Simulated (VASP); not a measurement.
**Hf: relaxation of cell and atoms with PBEsol**

Crystal: Hf.

```
Hf
1.0
     3.19670    0.00000    0.00000
    -1.59835    2.76842    0.00000
     0.00000    0.00000    5.05780
Hf
2
Direct
  0.33333 0.66667 0.25000
  0.66667 0.33333 0.75000
```

| Property | Result |
| --- | --- |
| Program | VASP 6.6.1 |
| Task | relaxation of cell and atoms |
| Functional | PBEsol |
| Potentials or basis | VASP PAW PBE potentials, release 64 (Hf_pv) |
| Cutoff | 520 eV |
| k mesh | 15 × 15 × 8 |
| Occupations | gaussian, width 0.1 eV |
| Spin | no spin polarisation |
| Further INCAR settings | ALGO = Normal; EDIFF = 1e-07; IBRION = 2; EDIFFG = -0.002; NSW = 80; ISIF = 3 |

```
Relaxed volume                         : 21.54 Å³/atom
Relaxed cell                           : a = 3.158 Å, b = 3.158 Å, c = 4.988 Å, α = 90.00°, β = 90.00°, γ = 120.00°
Space group after relaxing (to 0.05 Å) : P6_3/mmc (No. 194)
Energy gained by relaxing              : 11.2 meV/atom
Ionic steps                            : 7
Pressure after relaxing                : 0.0 GPa
Band gap on the k mesh                 : none (metal or under the smearing width)
```

The path:
```csv
step,energy change (eV),largest force (eV/Å),pressure (GPa),volume (Å³)
1,0.0000,0.0000,-4.14,44.76
2,0.0117,0.0000,5.80,41.12
3,-0.0224,0.0000,-0.04,43.09
4,-0.0224,0.0000,0.05,43.06
5,-0.0224,0.0000,-0.05,43.09
6,-0.0224,0.0000,-0.02,43.08
7,-0.0224,0.0000,0.00,43.08
```

Final structure:
```
Hf
1.0
     3.15796    0.00000    0.00000
    -1.57898    2.73487    0.00000
     0.00000    0.00000    4.98761
Hf
2
Direct
  0.33333 0.66667 0.25000
  0.66667 0.33333 0.75000
```

Levels at points of the mesh, in eV from the Fermi level:
```csv
k point,band 7,band 8,band 9,band 10,band 11,band 12,band 13,band 14
"(0.00, 0.00, 0.00)",-7.52,-3.84,0.82,1.17,1.17,1.48,2.03,2.03
"(0.00, 0.00, 0.50)",-5.47,-5.47,0.14,0.14,1.05,1.05,1.05,1.05
```

Run time: 100 s on 1 thread of Intel(R) Xeon(R) 6975P-C (Granite Rapids), with other jobs on the host, peak memory 0.22 GiB.

Caveat: the PAW data sets were made with another functional, which shifts forces and pressure a little. The run has no spin-orbit coupling, so splittings on Hf are missing.
